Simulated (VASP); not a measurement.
The input files of a VASP run:

**KPOINTS**
```
Automatic mesh
0
Gamma
5 5 7
0 0 0
```

File POSCAR:
```
TiO2
1
    4.5942928156     0.0000000000     0.0000000000
   -0.0000000000     4.5942928156     0.0000000000
    0.0000000000     0.0000000000     2.9430524456
Ti O
2 4
Direct
  1.0000000000   0.0000000000   1.0000000000
  0.5000000000   0.5000000000   0.5000000000
  0.3042621535   0.3042621535   1.0000000000
  0.8042621535   0.1957378465   0.5000000000
  0.1957378465   0.8042621535   0.5000000000
  0.6957378465   0.6957378465   0.0000000000
```

INCAR:
```
ALGO = Normal
EDIFF = 1E-6
EDIFFG = -0.02
ENCUT = 530
GGA = PS
IBRION = 2
ISIF = 3
ISMEAR = 0
LASPH = .TRUE.
LCHARG = .FALSE.
LMAXMIX = 4
LREAL = .FALSE.
LWAVE = .FALSE.
NELM = 100
NSW = 60
PREC = Accurate
SIGMA = 0.05
SYSTEM = TiO2
```

POTCAR, in this order: Ti_sv O (PBE.64 set). Program: vasp_std.

**Question.** Write an equivalent input for Ansatz.

**Answer.** One equivalent input (not run):
Ansatz 0.2 input:
```yaml
crystal:
  lattice:
    - [4.5942928, 0.0000000, 0.0000000]
    - [0.0000000, 4.5942928, 0.0000000]
    - [0.0000000, 0.0000000, 2.9430524]
  atoms:
    - { symbol: Ti, position: [1.0000000, 0.0000000, 1.0000000] }
    - { symbol: Ti, position: [0.5000000, 0.5000000, 0.5000000] }
    - { symbol: O, position: [0.3042622, 0.3042622, 1.0000000] }
    - { symbol: O, position: [0.8042622, 0.1957378, 0.5000000] }
    - { symbol: O, position: [0.1957378, 0.8042622, 0.5000000] }
    - { symbol: O, position: [0.6957378, 0.6957378, 0.0000000] }
kpoints:
  mp_grid: { grid: [5, 5, 7] }
hamiltonian:
  xc: pbesol
  pseudopotentials: { kind: paw }
scf:
  occupations: { method: gaussian, width: 0.05 }
  max_iter: 100
relax:
  max_steps: 60
  f_tol: 0.02
  cell: {}
output: { forces: true, stress: true, eigenvalues: true }
```
Limits of the translation: each code has its own PAW files, so the cut-off isn't converted (ENCUT is set for VASP's; basis.ecutwfc is left out, and Ansatz then takes the one that its files recommend); Ansatz stops its SCF on the density residual and VASP on the energy change (EDIFF).

The compound is TiO2 in the rutile structure. It was relaxed first. The start is the result of an earlier pass.
